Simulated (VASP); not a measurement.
Data:

```xyz
2
Lattice="0.0000 3.2398 3.2398 3.2398 0.0000 3.2398 3.2398 3.2398 0.0000" Properties=species:S:1:pos:R:3 pbc="T T T"
In     0.0000     0.0000     0.0000
Sb     1.6199     1.6199     1.6199
```

Computed with revTPSS meta-GGA, VASP's PBE PAW potentials (set 64) (plane waves; VASP). Numerical set-up: 520 eV cut-off, 10×10×10 Γ-centred mesh, first-order Methfessel-Paxton smearing of 0.10 eV, potentials In_d Sb.

Task: Give the stress tensor in GPa (positive for a compressed cell).

Result: 
```
1.36  0.00  0.00
0.00  1.36  0.00
0.00  0.00  1.36
```
The pressure is its mean diagonal, 1.36 GPa.

The compound is InSb in the zinc blende structure. This cell is one point of a volume scan, at 0.97 of the reference volume.
